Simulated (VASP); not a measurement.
Here is the system:

```
WC
1.0
    1.45532    -2.52069     0.00000
    1.45532     2.52069     0.00000
    0.00000     0.00000     2.84077
W C
1 1
Direct
  0.00000   0.00000   0.00000
  0.33333   0.66667   0.50000
```

Calculation: PBE GGA, VASP's PBE PAW potentials (set 64) (plane waves; VASP). Numerical set-up: 620 eV cut-off, 14×14×13 Γ-centred mesh, first-order Methfessel-Paxton smearing of 0.10 eV, potentials W_sv C.

Unless said otherwise, spin-orbit coupling is left out, though it shifts the bands of the heavy elements here.

**Question.** What does the run give for the energy per atom (σ→0), pressure, band gap (on the k-mesh) with the smallest direct gap where there is one?

**Answer.** 
The band gap (on the k-mesh) is none (metal, semimetal or under 0.01 eV), the energy per atom (σ→0) comes out as -11.223 eV/atom and the pressure comes out as 4.92 GPa.

The compound is WC in the wc structure. It was relaxed first under an external pressure of 5 GPa.
